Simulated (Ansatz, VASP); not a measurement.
**Cross-check of SrTiO3 (Tausonite) between VASP and Ansatz**

Wanted: the spread between two codes on one cell, functional and k mesh. The cell is taken from a series of runs on this material, whose earlier steps may have relaxed, scaled, displaced or heated it; both programs get it as it stands.

Calculated with Ansatz 0.2.0; plane waves, with VASP 6.6.1 beside it; elastic constants at LDA, elastic constants at PBEsol and elastic constants at PBEsol, DFT+U.

## (1) Set-up

It takes space group Pm-3m (No. 221, cubic). Conventional cell: a = 3.854 Å, b = 3.854 Å, c = 3.854 Å, α = 90.00°, β = 90.00°, γ = 90.00°. Nearest to Sr lie 12 O at 2.73 Å. Nearest to Ti lie 6 O at 1.93 Å. O has 2 Ti at 1.93 Å and 4 Sr at 2.73 Å nearest. Farther neighbours and most contacts between anions are not listed.

## (2) VASP: elastic constants, LDA

Elastic constants are differences of stresses under small strains, so they test the stress and the mesh.

Lines of VASP's logs that name or quote its potential files are left out, and so is its time.

Contents of INCAR:

```
SYSTEM = SrTiO3
PREC = Accurate
ENCUT = 600
EDIFF = 1E-08
NELM = 120
ISMEAR = 0
SIGMA = 0.02
LREAL = .FALSE.
ALGO = Normal
GGA = CA
NBANDS = 26
LASPH = .TRUE.
LORBIT = 11
LWAVE = .FALSE.
LCHARG = .FALSE.
ISIF = 3
IBRION = 6
NFREE = 2
POTIM = 0.015
NSW = 1
GGA_COMPAT = .FALSE.
EFERMI = MIDGAP
KPAR = 2
```

Contents of POSCAR:

```
SrTiO3
1.0
    3.8542305330      0.0000000000      0.0000000000
    0.0000000000      3.8542305330      0.0000000000
    0.0000000000      0.0000000000      3.8542305330
Sr Ti O
1 1 3
Direct
    0.5000000000      0.5000000000      0.5000000000
    0.0000000000      0.0000000000      0.0000000000
    0.5000000000      0.0000000000      0.0000000000
    0.0000000000      0.5000000000      0.0000000000
    0.0000000000      0.0000000000      0.5000000000
```

Contents of KPOINTS:

```
Automatic mesh
0
Gamma
6 6 6
0 0 0
```

PAW data sets: Sr_sv, Ti_sv and O (LDA family, release 64).

Started as:

```console
$ mpirun -np 2 vasp_std
```

Numbers of over 12 decimals in the logs are rounded to 6 here.

The log of the run:

```text
[banner, memory and clock lines left out]
running    2 mpi-ranks, on    1 nodes
 distrk:  each k-point on    1 cores,    2 groups
 distr:  one band on    1 cores,    1 groups

 POSCAR found type information on POSCAR SrTiO
 POSCAR found :  3 types and       5 ions
 LDA part: xc-table for (Slater(with rela. corr.)+CA(PZ))
 , standard interpolation
 POSCAR, INCAR and KPOINTS ok, starting setup
 FFT: planning ... GRIDC
 FFT: planning ... GRID_SOFT
 FFT: planning ... GRID
 WAVECAR not read
 entering main loop
       N       E                     dE             d eps       ncg     rms          rms(c)
DAV:   1     0.459039306988E+03    0.45904E+03   -0.22765E+04  1040   0.186E+03
DAV:   2    -0.207566714233E+01   -0.46111E+03   -0.44442E+03  1170   0.487E+02
DAV:   3    -0.513119203907E+02   -0.49236E+02   -0.48802E+02  1220   0.151E+02
DAV:   4    -0.540140946031E+02   -0.27022E+01   -0.26982E+01  1722   0.313E+01
DAV:   5    -0.540607944965E+02   -0.46700E-01   -0.46664E-01  1384   0.375E+00    0.282E+01
DAV:   6    -0.443128858390E+02    0.97479E+01   -0.58251E+01  1494   0.701E+01    0.174E+01
DAV:   7    -0.442879819446E+02    0.24904E-01   -0.79703E+00  1340   0.218E+01    0.117E+01
DAV:   8    -0.442733464875E+02    0.14635E-01   -0.17727E+00  1302   0.141E+01    0.292E+00
DAV:   9    -0.441887140914E+02    0.84632E-01   -0.42460E-01  1314   0.686E+00    0.909E-01
DAV:  10    -0.441932797365E+02   -0.45656E-02   -0.14650E-01  1350   0.257E+00    0.897E-01
DAV:  11    -0.441827530683E+02    0.10527E-01   -0.50639E-02  1570   0.189E+00    0.113E-01
DAV:  12    -0.441827614948E+02   -0.84266E-05   -0.21289E-03  1318   0.476E-01    0.598E-02
DAV:  13    -0.441827882907E+02   -0.26796E-04   -0.23193E-04  1658   0.118E-01    0.391E-02
DAV:  14    -0.441827805990E+02    0.76917E-05   -0.54875E-05  1436   0.709E-02    0.162E-02
DAV:  15    -0.441827784939E+02    0.21051E-05   -0.36731E-05  1478   0.463E-02    0.118E-02
DAV:  16    -0.441827776454E+02    0.84858E-06   -0.43612E-06  1352   0.249E-02    0.148E-03
DAV:  17    -0.441827776726E+02   -0.27194E-07   -0.24768E-07  1510   0.400E-03    0.118E-03
DAV:  18    -0.441827776578E+02    0.14763E-07   -0.95785E-08  1232   0.437E-03    0.440E-04
DAV:  19    -0.441827776562E+02    0.15616E-08   -0.60763E-09   754   0.845E-04
   1 F= -.44182778E+02 E0= -.44182778E+02  d E =0.000000E+00
[... from here on, the cycles between the ionic steps are left out ...]
   2 F= -.44172692E+02 E0= -.44172692E+02  d E =0.000000E+00
  13 F= -.44177989E+02 E0= -.44177989E+02  d E =0.000000E+00
  14 F= -.44182324E+02 E0= -.44182324E+02  d E =0.000000E+00
  15 F= -.44182324E+02 E0= -.44182324E+02  d E =0.000000E+00
  16 F= -.44182380E+02 E0= -.44182380E+02  d E =0.000000E+00
  17 F= -.44182380E+02 E0= -.44182380E+02  d E =0.000000E+00
  18 F= -.44181196E+02 E0= -.44181196E+02  d E =0.000000E+00
  19 F= -.44181196E+02 E0= -.44181196E+02  d E =0.000000E+00
  20 F= -.44182340E+02 E0= -.44182340E+02  d E =0.000000E+00
 Finite differences progress:
  Degree of freedom:  10/ 10
  Displacement:        1/  2
  Total:              19/ 20
 bond charge predicted
       N       E                     dE             d eps       ncg     rms          rms(c)
DAV:   1    -0.441794041862E+02    0.29357E-02   -0.32682E+00  3518   0.981E+00    0.283E-01
DAV:   2    -0.441828632058E+02   -0.34590E-02   -0.45759E-02  3824   0.127E+00    0.173E-01
DAV:   3    -0.441823734133E+02    0.48979E-03   -0.19511E-03  4500   0.268E-01    0.636E-02
DAV:   4    -0.441823432773E+02    0.30136E-04   -0.45836E-04  3758   0.164E-01    0.268E-02
DAV:   5    -0.441823422280E+02    0.10494E-05   -0.42121E-05  3838   0.623E-02    0.168E-02
DAV:   6    -0.441823406546E+02    0.15734E-05   -0.33353E-06  4556   0.152E-02    0.884E-03
DAV:   7    -0.441823398736E+02    0.78102E-06   -0.21150E-06  3688   0.115E-02    0.145E-03
DAV:   8    -0.441823399093E+02   -0.35786E-07   -0.53456E-07  3720   0.480E-03    0.103E-03
DAV:   9    -0.441823399051E+02    0.42041E-08   -0.23686E-08  3320   0.123E-03
  21 F= -.44182340E+02 E0= -.44182340E+02  d E =0.000000E+00
 Finite differences progress:
  Degree of freedom:  10/ 10
  Displacement:        2/  2
  Total:              20/ 20
```

Parts of OUTCAR (step 2):

```text
ion  position               nearest neighbor table
   1  0.500  0.500  0.500-   3 2.73   4 2.73   5 2.73   3 2.73   4 2.73   3 2.73   5 2.73   3 2.73
                             4 2.73   5 2.73   4 2.73   5 2.73   2 3.34   2 3.34   2 3.34   2 3.34
   2  0.000  0.000  0.000-   3 1.93   4 1.93   5 1.93   5 1.93   4 1.93   3 1.93   1 3.34   1 3.34
                             1 3.34   1 3.34   1 3.34   1 3.34   1 3.34   1 3.34
   3  0.500  0.000  0.000-   2 1.93   2 1.93   1 2.73   1 2.73   1 2.73   1 2.73
   4  0.000  0.500  0.000-   2 1.93   2 1.93   1 2.73   1 2.73   1 2.73   1 2.73
   5  0.000  0.000  0.500-   2 1.93   2 1.93   1 2.73   1 2.73   1 2.73   1 2.73

  LATTYP: Found a simple cubic cell.
 ALAT       =     3.8542305330

 Subroutine GETGRP returns: Found 48 space group operations
 (whereof 48 operations were pure point group operations)

The static configuration has the point symmetry O_h .

 Found     20 irreducible k-points:

   k-points           NKPTS =     20   k-points in BZ     NKDIM =     20   number of bands    NBANDS=     26

   dimension x,y,z NGX =    32 NGY =   32 NGZ =   32
   dimension x,y,z NGXF=    64 NGYF=   64 NGZF=   64

   ENCUT  =  600.0 eV  44.10 Ry    6.64 a.u.   7.70  7.70  7.70*2*pi/ulx,y,z

   NELECT =      40.0000    total number of electrons

 k-points in reciprocal lattice and weights: Automatic mesh
   0.00000000  0.00000000  0.00000000       0.005
   0.16666667  0.00000000  0.00000000       0.028
   0.33333333  0.00000000  0.00000000       0.028
   0.50000000  0.00000000  0.00000000       0.014
   0.16666667  0.16666667  0.00000000       0.056
   0.33333333  0.16666667  0.00000000       0.111
   0.50000000  0.16666667  0.00000000       0.056
   0.33333333  0.33333333  0.00000000       0.056
   0.50000000  0.33333333  0.00000000       0.056
[...]
0.50000000  0.50000000  0.33333333       0.028
   0.50000000  0.50000000  0.50000000       0.005

 average (electrostatic) potential at core
       1 -33.9120       2 -76.0661       3 -70.3465       4 -70.3464       5 -70.3466

 E-fermi :   5.1164

 k-point     1 :       0.0000    0.0000    0.0000
  band No.  band energies     occupation
    ...
     16       2.9516      2.00000
     17       2.9517      2.00000
     18       3.8743      2.00000
     19       3.8755      2.00000
     20       3.8757      2.00000
     21       6.0242      0.00000
     22       6.0245      0.00000
     23       6.0268      0.00000
     24       8.8113      0.00000
     25       8.8119      0.00000
    ...

 k-point     2 :       0.1667    0.0000    0.0000
  band No.  band energies     occupation
    ...
     16       2.5807      2.00000
     17       2.6903      2.00000
     18       3.0776      2.00000
     19       3.7165      2.00000
     20       3.7169      2.00000
     21       6.0717      0.00000
     22       6.6609      0.00000
     23       6.6611      0.00000
     24       8.8354      0.00000
     25       9.5660      0.00000
    ...

 k-point     3 :       0.3333    0.0000    0.0000
  band No.  band energies     occupation
    ...
     16       1.9778      2.00000
     17       1.9999      2.00000
     18       2.2372      2.00000
     19       3.5411      2.00000
     20       3.5413      2.00000
     21       6.1710      0.00000
     22       7.6852      0.00000
     23       7.6859      0.00000
     24       8.8522      0.00000
     25      10.6801      0.00000
    ...

 Eigenvectors and eigenvalues of the dynamical matrix
 ----------------------------------------------------

   1 f  =   16.956617 THz   106.541568 2PiTHz  565.611869 cm-1    70.126903 meV
             X         Y         Z           dx          dy          dz
      1.927115  1.927115  1.927115     0.000098    0.026062    0.000000
      0.000000  0.000000  0.000000     0.000207    0.054831    0.000000
      1.927115  0.000000  0.000000    -0.003258    0.354078    0.000000
      0.000000  1.927115  0.000000     0.001336   -0.863457   -0.000000
      0.000000  0.000000  1.927115     0.001336    0.354078    0.000000

   2 f  =   16.956617 THz   106.541568 2PiTHz  565.611869 cm-1    70.126903 meV
             X         Y         Z           dx          dy          dz
      1.927115  1.927115  1.927115    -0.000000   -0.000000   -0.026062
      0.000000  0.000000  0.000000    -0.000000   -0.000000   -0.054832
      1.927115  0.000000  0.000000     0.000000   -0.000000   -0.354080
      0.000000  1.927115  0.000000    -0.000000    0.000000   -0.354080
      0.000000  0.000000  1.927115    -0.000000   -0.000000    0.863463

   3 f  =   16.956617 THz   106.541568 2PiTHz  565.611869 cm-1    70.126903 meV
             X         Y         Z           dx          dy          dz
      1.927115  1.927115  1.927115     0.026062   -0.000098    0.000000
      0.000000  0.000000  0.000000     0.054831   -0.000207   -0.000000
      1.927115  0.000000  0.000000    -0.863457   -0.001336    0.000000
      0.000000  1.927115  0.000000     0.354078    0.003258   -0.000000
      0.000000  0.000000  1.927115     0.354078   -0.001336    0.000000

   4 f  =    6.717200 THz    42.205411 2PiTHz  224.061668 cm-1    27.780094 meV
             X         Y         Z           dx          dy          dz
      1.927115  1.927115  1.927115    -0.000000   -0.000000   -0.000000
      0.000000  0.000000  0.000000    -0.000000   -0.000000    0.000000
      1.927115  0.000000  0.000000     0.000000   -0.020286    0.703923
      0.000000  1.927115  0.000000    -0.063877    0.000000   -0.703923
      0.000000  0.000000  1.927115     0.063877    0.020286    0.000000

   5 f  =    6.717200 THz    42.205411 2PiTHz  224.061668 cm-1    27.780094 meV
             X         Y         Z           dx          dy          dz
      1.927115  1.927115  1.927115    -0.000000    0.000000   -0.000000
      0.000000  0.000000  0.000000    -0.000000   -0.000000    0.000000
      1.927115  0.000000  0.000000    -0.000000   -0.021964   -0.064501
      0.000000  1.927115  0.000000    -0.703816   -0.000000    0.064501
      0.000000  0.000000  1.927115     0.703816    0.021964    0.000000

   6 f  =    6.717200 THz    42.205411 2PiTHz  224.061668 cm-1    27.780094 meV
             X         Y         Z           dx          dy          dz
      1.927115  1.927115  1.927115    -0.000000    0.000000    0.000000
      0.000000  0.000000  0.000000    -0.000000   -0.000000   -0.000000
      1.927115  0.000000  0.000000    -0.000000    0.706474    0.018207
      0.000000  1.927115  0.000000    -0.023716   -0.000000   -0.018207
      0.000000  0.000000  1.927115     0.023716   -0.706474   -0.000000

   7 f  =    5.231971 THz    32.873443 2PiTHz  174.519766 cm-1    21.637684 meV
             X         Y         Z           dx          dy          dz
      1.927115  1.927115  1.927115     0.003033    0.619028    0.000264
      0.000000  0.000000  0.000000    -0.003835   -0.782879   -0.000334
      1.927115  0.000000  0.000000    -0.000252   -0.024862   -0.000011
      0.000000  1.927115  0.000000    -0.000122   -0.051420   -0.000011
      0.000000  0.000000  1.927115    -0.000122   -0.024862   -0.000022

   8 f  =    5.231971 THz    32.873443 2PiTHz  174.519766 cm-1    21.637684 meV
             X         Y         Z           dx          dy          dz
      1.927115  1.927115  1.927115    -0.619028    0.003033    0.000012
      0.000000  0.000000  0.000000     0.782879   -0.003835   -0.000015
      1.927115  0.000000  0.000000     0.051420   -0.000122   -0.000000
      0.000000  1.927115  0.000000     0.024862   -0.000252   -0.000000
      0.000000  0.000000  1.927115     0.024862   -0.000122   -0.000001

   9 f  =    5.231971 THz    32.873443 2PiTHz  174.519766 cm-1    21.637684 meV
             X         Y         Z           dx          dy          dz
      1.927115  1.927115  1.927115    -0.000011    0.000264   -0.619036
      0.000000  0.000000  0.000000     0.000013   -0.000334    0.782889
      1.927115  0.000000  0.000000     0.000001   -0.000011    0.024862
      0.000000  1.927115  0.000000     0.000000   -0.000022    0.024862
      0.000000  0.000000  1.927115     0.000000   -0.000011    0.051421

  10 f  =    1.940394 THz    12.191854 2PiTHz   64.724569 cm-1     8.024820 meV
             X         Y         Z           dx          dy          dz
      1.927115  1.927115  1.927115     0.002830    0.007753    0.392235
      0.000000  0.000000  0.000000     0.002667    0.007304    0.369521
      1.927115  0.000000  0.000000    -0.002856   -0.010389   -0.525609
      0.000000  1.927115  0.000000    -0.003793   -0.007823   -0.525609
      0.000000  0.000000  1.927115    -0.003793   -0.010389   -0.395769

  11 f  =    1.940394 THz    12.191854 2PiTHz   64.724569 cm-1     8.024820 meV
             X         Y         Z           dx          dy          dz
      1.927115  1.927115  1.927115    -0.392067   -0.013815    0.003102
      0.000000  0.000000  0.000000    -0.369362   -0.013015    0.002923
      1.927115  0.000000  0.000000     0.395598    0.018512   -0.004157
      0.000000  1.927115  0.000000     0.525383    0.013939   -0.004157
      0.000000  0.000000  1.927115     0.525383    0.018512   -0.003130

  12 f  =    1.940394 THz    12.191854 2PiTHz   64.724569 cm-1     8.024820 meV
             X         Y         Z           dx          dy          dz
      1.927115  1.927115  1.927115    -0.013873    0.392002   -0.007648
      0.000000  0.000000  0.000000    -0.013070    0.369301   -0.007205
      1.927115  0.000000  0.000000     0.013998   -0.525297    0.010249
      0.000000  1.927115  0.000000     0.018590   -0.395533    0.010249
      0.000000  0.000000  1.927115     0.018590   -0.525297    0.007717

  13 f/i=    0.064078 THz     0.402616 2PiTHz    2.137421 cm-1     0.265006 meV
             X         Y         Z           dx          dy          dz
      1.927115  1.927115  1.927115    -0.584887   -0.345060   -0.032233
      0.000000  0.000000  0.000000    -0.427978   -0.252490   -0.023586
      1.927115  0.000000  0.000000    -0.265286   -0.158582   -0.014814
      0.000000  1.927115  0.000000    -0.268801   -0.156508   -0.014814
      0.000000  0.000000  1.927115    -0.268801   -0.158582   -0.014620

  14 f/i=    0.064078 THz     0.402616 2PiTHz    2.137421 cm-1     0.265006 meV
             X         Y         Z           dx          dy          dz
      1.927115  1.927115  1.927115    -0.072156    0.183096   -0.650744
      0.000000  0.000000  0.000000    -0.052799    0.133976   -0.476167
      1.927115  0.000000  0.000000    -0.032728    0.084147   -0.299068
      0.000000  1.927115  0.000000    -0.033161    0.083046   -0.299068
      0.000000  0.000000  1.927115    -0.033161    0.084147   -0.295156

  15 f/i=    0.064078 THz     0.402616 2PiTHz    2.137421 cm-1     0.265006 meV
             X         Y         Z           dx          dy          dz
      1.927115  1.927115  1.927115    -0.338968    0.556425    0.194143
      0.000000  0.000000  0.000000    -0.248032    0.407151    0.142060
      1.927115  0.000000  0.000000    -0.153745    0.255720    0.089224
      0.000000  1.927115  0.000000    -0.155782    0.252376    0.089224
      0.000000  0.000000  1.927115    -0.155782    0.255720    0.088057

 ELASTIC MODULI CONTR FROM IONIC RELAXATION (kBar)
 Direction    XX          YY          ZZ          XY          YZ          ZX
 --------------------------------------------------------------------------------
 XX           0.0000      0.0000      0.0000      0.0000      0.0000      0.0000
 YY           0.0000      0.0000      0.0000      0.0000      0.0000      0.0000
 ZZ           0.0000      0.0000      0.0000      0.0000      0.0000      0.0000
 XY           0.0000      0.0000      0.0000      0.0000      0.0000      0.0000
 YZ           0.0000      0.0000      0.0000      0.0000      0.0000      0.0000
 ZX           0.0000      0.0000      0.0000      0.0000      0.0000      0.0000
 --------------------------------------------------------------------------------

 TOTAL ELASTIC MODULI (kBar)
 Direction    XX          YY          ZZ          XY          YZ          ZX
 --------------------------------------------------------------------------------
 XX        3891.0419   1104.2093   1104.2093      0.0000     -0.0000      0.0000
 YY        1104.2093   3891.0419   1104.2093      0.0000     -0.0000      0.0000
 ZZ        1104.2093   1104.2093   3891.0419     -0.0000      0.0000      0.0000
 XY           0.0000      0.0000     -0.0000   1191.2896      0.0000      0.0000
 YZ          -0.0000     -0.0000      0.0000      0.0000   1191.2896      0.0000
 ZX           0.0000      0.0000      0.0000      0.0000      0.0000   1191.2896
 --------------------------------------------------------------------------------

 total charge
# of ion       s       p       d       tot
------------------------------------------
    1        2.000   5.791   0.225   8.016
    2        2.247   6.359   1.837  10.444
    3        1.551   3.491   0.000   5.042
    4        1.551   3.491   0.000   5.042
    5        1.551   3.491   0.000   5.042
--------------------------------------------------
tot          8.901  22.623   2.062  33.587

[... 3 further parts left out ...]
```

This run has no spin polarisation, so a moment on Ti, if there is one, isn't seen. The last energy, forces, stress and levels in OUTCAR belong to the last displaced cell, not to the cell of POSCAR.

Levels, forces or a CONTCAR printed for this step are those of its last displaced cell, not of the structure at rest.

[end of part 1 of 3]

[Lines on the potential files, build, host, timing and source positions are cut from VASP's logs without a mark.]

[Logs are printed without paths, hosts, clocks, repeated set-up lines and the standing remarks that a program may print on its own settings, such as how far it seeks lower states.]

[Hosts, paths, dates, database ids (printed as entryN), source tags and the programs' standing remarks are cut or masked in the printed files.]
